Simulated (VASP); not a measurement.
Data:

Space group Im-3m (No. 229); a = b = c = 5.667 Å, α = β = γ = 90.00°

```json
[
 {"atom": "Rb", "site": "2a", "symmetry": "m-3m", "x": "0.0000", "y": "0.0000", "z": "0.0000"}
]
```
(The calculation used a cell of 1 atom; values per cell refer to that cell.)

Level of theory: PBE GGA, VASP's PBE PAW potentials (set 64) (plane waves; VASP). Settings: 520 eV cut-off, 9×9×9 Γ-centred mesh, first-order Methfessel-Paxton smearing of 0.10 eV, potentials Rb_sv.

Task: Give the energy at these volumes per atom, relative to the lowest: 85.88, 88.62, 91.36, 94.10, 96.84 Å³.

Result: 2.8, 0.6, 0.0, 0.9, 2.9 meV/atom. A third-order Birch-Murnaghan fit gives B0 = 2.8 GPa and B0′ = 3.8.

Measured: a 5.576 Å at 0 K (computed value off by +1.6 %), as given by Gábor I. Csonka et al., Physical Review B (2009), arXiv:0903.4037 [low-temperature or extrapolated to 0 K; zero-point anharmonic expansion removed].

The compound is Rb in the bcc structure. It was relaxed first.
